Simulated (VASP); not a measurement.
Level of theory: LDA (Ceperley-Alder, Perdew-Zunger), VASP's LDA PAW potentials (set 64) (plane waves; VASP).

A VASP calculation is set up with these files.

**POSCAR**
```
Ir
1
    0.0000000000     1.9095473702     1.9095473702
    1.9095473702     0.0000000000     1.9095473702
    1.9095473702     1.9095473702     0.0000000000
Ir
1
Direct
  0.0000000000   0.0000000000   0.0000000000
```

INCAR:
```
SYSTEM = Ir
PREC = Accurate
ENCUT = 530
EDIFF = 1E-7
NELM = 100
ALGO = Normal
LREAL = .FALSE.
LASPH = .TRUE.
ISMEAR = 1
SIGMA = 0.1
LMAXMIX = 6
LWAVE = .FALSE.
LCHARG = .FALSE.
IBRION = 6
ISIF = 3
NFREE = 2
POTIM = 0.015
NSW = 1
```

### KPOINTS
```
kpoints
0
gamma
  15 15 15
0 0 0
```

POTCAR, in this order: Ir (LDA.64 set). Program: vasp_std.

Output of the run:

OSZICAR:
```
...
DAV:   5    -0.103242068059E+02   -0.45489E-03   -0.50858E-05  6928   0.572E-02    0.119E-02
DAV:   6    -0.103242966835E+02   -0.89878E-04   -0.19411E-06  5448   0.134E-02    0.193E-03
DAV:   7    -0.103243022687E+02   -0.55852E-05   -0.60250E-08  3264   0.278E-03    0.480E-04
DAV:   8    -0.103243040008E+02   -0.17321E-05   -0.75052E-09  2624   0.112E-03    0.752E-05
DAV:   9    -0.103243039688E+02    0.31937E-07   -0.76440E-10  2496   0.349E-04
   6 F= -.10324304E+02 E0= -.10324204E+02  d E =-.299314E-03
       N       E                     dE             d eps       ncg     rms          rms(c)
DAV:   1    -0.103825663883E+02   -0.58262E-01   -0.25410E+00  5552   0.243E+01    0.245E+00
DAV:   2    -0.103323909786E+02    0.50175E-01   -0.10906E-01  5704   0.463E+00    0.764E-01
DAV:   3    -0.103244705916E+02    0.79204E-02   -0.27378E-02  6448   0.207E+00    0.207E-01
DAV:   4    -0.103242575647E+02    0.21303E-03   -0.77223E-04  5888   0.287E-01    0.388E-02
DAV:   5    -0.103242652037E+02   -0.76390E-05   -0.21627E-05  6832   0.442E-02    0.143E-02
DAV:   6    -0.103242679090E+02   -0.27053E-05   -0.38025E-06  6200   0.200E-02    0.271E-03
DAV:   7    -0.103242678703E+02    0.38744E-07   -0.65761E-08  3856   0.343E-03
   7 F= -.10324268E+02 E0= -.10324174E+02  d E =-.281114E-03
       N       E                     dE             d eps       ncg     rms          rms(c)
DAV:   1    -0.103486257170E+02   -0.24358E-01   -0.11473E+00 18392   0.142E+01    0.118E+00
DAV:   2    -0.103314220475E+02    0.17204E-01   -0.35005E-02 18792   0.251E+00    0.456E-01
DAV:   3    -0.103283084924E+02    0.31136E-02   -0.10306E-02 21032   0.119E+00    0.131E-01
DAV:   4    -0.103282183223E+02    0.90170E-04   -0.34648E-04 19512   0.233E-01    0.260E-02
DAV:   5    -0.103282181000E+02    0.22235E-06   -0.94369E-06 20128   0.381E-02    0.108E-02
DAV:   6    -0.103282185395E+02   -0.43956E-06   -0.11320E-06 19056   0.126E-02    0.165E-03
DAV:   7    -0.103282185378E+02    0.17549E-08   -0.21368E-08  9912   0.195E-03
   8 F= -.10328219E+02 E0= -.10328210E+02  d E =-.244695E-04
       N       E                     dE             d eps       ncg     rms          rms(c)
DAV:   1    -0.103495860842E+02   -0.21368E-01   -0.73819E-01 17016   0.801E+00    0.731E-01
DAV:   2    -0.103327920998E+02    0.16794E-01   -0.20456E-02 17896   0.141E+00    0.320E-01
DAV:   3    -0.103282889712E+02    0.45031E-02   -0.11698E-02 19792   0.894E-01    0.117E-01
DAV:   4    -0.103282192814E+02    0.69690E-04   -0.27784E-04 18800   0.220E-01    0.216E-02
DAV:   5    -0.103282186028E+02    0.67858E-06   -0.41512E-06 21096   0.243E-02    0.549E-03
DAV:   6    -0.103282185345E+02    0.68318E-07   -0.15669E-07 16376   0.530E-03
   9 F= -.10328219E+02 E0= -.10328210E+02  d E =-.244110E-04
       N       E                     dE             d eps       ncg     rms          rms(c)
DAV:   1    -0.102872112386E+02    0.41007E-01   -0.67440E-01 17448   0.769E+00    0.440E-01
DAV:   2    -0.102984788173E+02   -0.11268E-01   -0.90936E-03 18656   0.993E-01    0.221E-01
DAV:   3    -0.103188036857E+02   -0.20325E-01   -0.65790E-03 19496   0.678E-01    0.833E-02
DAV:   4    -0.103269226968E+02   -0.81190E-02   -0.55683E-04 20080   0.237E-01    0.158E-02
DAV:   5    -0.103280951875E+02   -0.11725E-02   -0.14781E-05 21696   0.374E-02    0.907E-03
DAV:   6    -0.103282156415E+02   -0.12045E-03   -0.57454E-07 19016   0.996E-03    0.740E-04
DAV:   7    -0.103282225361E+02   -0.68945E-05   -0.12672E-08 10432   0.156E-03    0.319E-04
DAV:   8    -0.103282186178E+02    0.39182E-05   -0.10734E-09  8296   0.438E-04    0.107E-04
DAV:   9    -0.103282186738E+02   -0.55963E-07   -0.15102E-10  7976   0.203E-04
  10 F= -.10328219E+02 E0= -.10328211E+02  d E =-.244722E-04
       N       E                     dE             d eps       ncg     rms          rms(c)
DAV:   1    -0.103495773987E+02   -0.21359E-01   -0.74504E-01 16904   0.806E+00    0.731E-01
DAV:   2    -0.103327956913E+02    0.16782E-01   -0.20490E-02 17952   0.144E+00    0.320E-01
DAV:   3    -0.103282888538E+02    0.45068E-02   -0.11656E-02 19544   0.892E-01    0.118E-01
DAV:   4    -0.103282195068E+02    0.69347E-04   -0.28069E-04 19312   0.221E-01    0.229E-02
DAV:   5    -0.103282186157E+02    0.89106E-06   -0.45375E-06 20976   0.260E-02    0.542E-03
DAV:   6    -0.103282185359E+02    0.79884E-07   -0.17469E-07 16768   0.572E-03
  11 F= -.10328219E+02 E0= -.10328210E+02  d E =-.243533E-04
       N       E                     dE             d eps       ncg     rms          rms(c)
DAV:   1    -0.103412646363E+02   -0.13046E-01   -0.63585E-01 16808   0.748E+00    0.446E-01
DAV:   2    -0.103332241832E+02    0.80405E-02   -0.85934E-03 18712   0.981E-01    0.222E-01
DAV:   3    -0.103288717741E+02    0.43524E-02   -0.62733E-03 19424   0.680E-01    0.832E-02
DAV:   4    -0.103282495359E+02    0.62224E-03   -0.62461E-04 20240   0.245E-01    0.146E-02
DAV:   5    -0.103282166089E+02    0.32927E-04   -0.11004E-05 20584   0.349E-02    0.864E-03
DAV:   6    -0.103282170205E+02   -0.41162E-06   -0.44329E-07 19776   0.860E-03    0.579E-04
DAV:   7    -0.103282176435E+02   -0.62293E-06   -0.66328E-09 10408   0.112E-03    0.204E-04
DAV:   8    -0.103282182141E+02   -0.57064E-06   -0.52812E-10  8216   0.304E-04    0.661E-05
DAV:   9    -0.103282184590E+02   -0.24487E-06   -0.10389E-10  7920   0.155E-04    0.108E-05
DAV:  10    -0.103282185107E+02   -0.51701E-07   -0.23955E-11  7712   0.750E-05
  12 F= -.10328219E+02 E0= -.10328210E+02  d E =-.244716E-04
       N       E                     dE             d eps       ncg     rms          rms(c)
DAV:   1    -0.103496001830E+02   -0.21382E-01   -0.74764E-01 17008   0.810E+00    0.732E-01
DAV:   2    -0.103327930931E+02    0.16807E-01   -0.20322E-02 18344   0.142E+00    0.320E-01
DAV:   3    -0.103282895005E+02    0.45036E-02   -0.11639E-02 19704   0.892E-01    0.118E-01
DAV:   4    -0.103282192300E+02    0.70270E-04   -0.27659E-04 19152   0.220E-01    0.215E-02
DAV:   5    -0.103282186024E+02    0.62765E-06   -0.40545E-06 21144   0.242E-02    0.548E-03
DAV:   6    -0.103282185355E+02    0.66868E-07   -0.14965E-07 16672   0.524E-03
  13 F= -.10328219E+02 E0= -.10328210E+02  d E =-.244201E-04
       N       E                     dE             d eps       ncg     rms          rms(c)
DAV:   1    -0.102792122308E+02    0.49006E-01   -0.12375E+00  1960   0.926E+00    0.260E-01
DAV:   2    -0.102976318373E+02   -0.18420E-01   -0.22505E-02  2848   0.181E+00    0.158E-01
DAV:   3    -0.103295392095E+02   -0.31907E-01   -0.67519E-03  2656   0.634E-01    0.228E-02
DAV:   4    -0.103308314540E+02   -0.12922E-02   -0.11885E-04  2592   0.114E-01    0.124E-02
DAV:   5    -0.103309107534E+02   -0.79299E-04   -0.51201E-07  2752   0.813E-03    0.585E-04
DAV:   6    -0.103309101474E+02    0.60601E-06   -0.45249E-09  2072   0.864E-04    0.217E-04
DAV:   7    -0.103309114284E+02   -0.12810E-05   -0.42782E-10  1344   0.256E-04    0.784E-05
DAV:   8    -0.103309112335E+02    0.19487E-06   -0.96852E-11  1104   0.159E-04    0.170E-05
DAV:   9    -0.103309112175E+02    0.16010E-07   -0.12702E-11  1064   0.493E-05
  14 F= -.10330911E+02 E0= -.10330810E+02  d E =-.304191E-03
       N       E                     dE             d eps       ncg     rms          rms(c)
DAV:   1    -0.103283949398E+02    0.25163E-02   -0.36159E+00  1920   0.143E+01    0.177E-01
DAV:   2    -0.103315780721E+02   -0.31831E-02   -0.38643E-02  2096   0.267E+00    0.108E-01
DAV:   3    -0.103310445817E+02    0.53349E-03   -0.11164E-03  2528   0.336E-01    0.418E-02
DAV:   4    -0.103309122684E+02    0.13231E-03   -0.42139E-04  2360   0.161E-01    0.121E-02
DAV:   5    -0.103309112523E+02    0.10161E-05   -0.91272E-06  2616   0.399E-02    0.137E-03
DAV:   6    -0.103309112671E+02   -0.14843E-07   -0.36597E-07  2432   0.819E-03
  15 F= -.10330911E+02 E0= -.10330810E+02  d E =-.304144E-03
```

**OUTCAR**
```
------------------------ aborting loop because EDIFF is reached ----------------------------------------
  FORCE on cell =-STRESS in cart. coord.  units (eV):
  Direction    XX          YY          ZZ          XY          YZ          ZX
  --------------------------------------------------------------------------------------
  Total       -0.0101141     -0.0101141     -0.0101141      0.0000000     -0.0000000      0.0000000
  in kB       -1.1636392     -1.1636392     -1.1636392      0.0000000     -0.0000000      0.0000000
  external PRESSURE =      -1.1636392 kB  Pullay stress =       0.0000000 kB
  volume of cell :       13.93
      direct lattice vectors                 reciprocal lattice vectors
     0.000000000  1.909547370  1.909547370    -0.261842156  0.261842156  0.261842156
     1.909547370  0.000000000  1.909547370     0.261842156 -0.261842156  0.261842156
     1.909547370  1.909547370  0.000000000     0.261842156  0.261842156 -0.261842156
 POSITION                                       TOTAL-FORCE (eV/Angst)
 -----------------------------------------------------------------------------------
     -0.01500      0.00000      0.00000        -0.000000      0.000000      0.000000
 -----------------------------------------------------------------------------------
    total drift:                               -0.000169      0.000000      0.000000
  FREE ENERGIE OF THE ION-ELECTRON SYSTEM (eV)
  ---------------------------------------------------
  free  energy   TOTEN  =       -10.3309112671 eV

  energy  without entropy=      -10.3306071227  energy(sigma->0) =      -10.33080989

   1 f/i=    0.000000 THz     0.000000 2PiTHz    0.000000 cm-1     0.000000 meV
             X         Y         Z           dx          dy          dz
      0.000000  0.000000  0.000000     1.000000    0.000000    0.000000

   2 f/i=    0.000000 THz     0.000000 2PiTHz    0.000000 cm-1     0.000000 meV
             X         Y         Z           dx          dy          dz
      0.000000  0.000000  0.000000     0.000000    1.000000    0.000000

   3 f/i=    0.000000 THz     0.000000 2PiTHz    0.000000 cm-1     0.000000 meV
             X         Y         Z           dx          dy          dz
      0.000000  0.000000  0.000000     0.000000    0.000000    1.000000

 ELASTIC MODULI CONTR FROM IONIC RELAXATION (kBar)
 Direction    XX          YY          ZZ          XY          YZ          ZX
 --------------------------------------------------------------------------------
 XX           0.0000      0.0000      0.0000      0.0000      0.0000      0.0000
 YY           0.0000      0.0000      0.0000      0.0000      0.0000      0.0000
 ZZ           0.0000      0.0000      0.0000      0.0000      0.0000      0.0000
 XY           0.0000      0.0000      0.0000      0.0000      0.0000      0.0000
 YZ           0.0000      0.0000      0.0000      0.0000      0.0000      0.0000
 ZX           0.0000      0.0000      0.0000      0.0000      0.0000      0.0000
 --------------------------------------------------------------------------------

 TOTAL ELASTIC MODULI (kBar)
 Direction    XX          YY          ZZ          XY          YZ          ZX
 --------------------------------------------------------------------------------
 XX        6761.3022   2696.0020   2696.0020     -0.0000     -0.0000      0.0000
 YY        2696.0020   6761.3022   2696.0020     -0.0000      0.0000     -0.0000
 ZZ        2696.0020   2696.0020   6761.3022     -0.0000     -0.0000     -0.0000
 XY          -0.0000     -0.0000     -0.0000   2771.6250     -0.0000      0.0000
 YZ          -0.0000      0.0000     -0.0000     -0.0000   2771.6250      0.0000
 ZX           0.0000     -0.0000     -0.0000      0.0000      0.0000   2771.6250
 --------------------------------------------------------------------------------
```
(Selected blocks of OUTCAR.)

Finite-difference elastic constants of metals are sensitive to mesh and smearing; shear constants can be off by tens of GPa.

The structure comes from a computed database's Ir entry (Fm-3m); how it stands against other phases isn't given here. It was relaxed first.
